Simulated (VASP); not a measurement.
Input:

```
O2Si
1.0
    4.27605     0.00000     0.00000
    0.00000     4.27605     0.00000
    0.00000     0.00000     2.73689
Si O
2 4
Cartesian
  0.00000   0.00000   0.00000
  2.13803   2.13803   1.36845
  1.30825   1.30825   2.73689
  3.44628   0.82977   1.36845
  0.82977   3.44628   1.36845
  2.96780   2.96780   0.00000
```

Calculation: PBEsol GGA, VASP's PBE PAW potentials (set 64) (plane waves; VASP 6.6.1). Settings: 520 eV cut-off, 5×5×8 Γ-centred mesh, Gaussian smearing of 0.050 eV, potentials Si O.

The ions and cell shape at fixed volume are relaxed. Which structure does the run end with?

```
O2Si
1.0
    4.29916     0.00000     0.00000
    0.00000     4.29916     0.00000
    0.00000     0.00000     2.70755
Si O
2 4
Direct
  0.00000   0.00000   0.00000
  0.50000   0.50000   0.50000
  0.30879   0.30879   0.00000
  0.80879   0.19121   0.50000
  0.19121   0.80879   0.50000
  0.69121   0.69121   0.00000
```
Space group P4_2/mnm (136), at a tolerance of 0.03 Å.

How much energy does the relaxation gain?

The energy (σ→0) changes by -3.1 meV/atom, in 5 ionic steps.

```csv
step,E(σ→0) (eV),max force (eV/Å),pressure (GPa),volume (Å³)
1,-48.8385,0.340,-16.44,50.04
2,-48.8552,0.030,-14.62,50.04
3,-48.8553,0.074,-14.40,50.04
4,-48.8566,0.026,-14.14,50.04
5,-48.8568,0.001,-14.20,50.04
```

The compound is SiO2 in the rutile structure, stishovite, a high-pressure form. This cell is one point of a volume scan, at 1.06 of the reference volume. Symmetry was kept, so distortions that lower it aren't found.
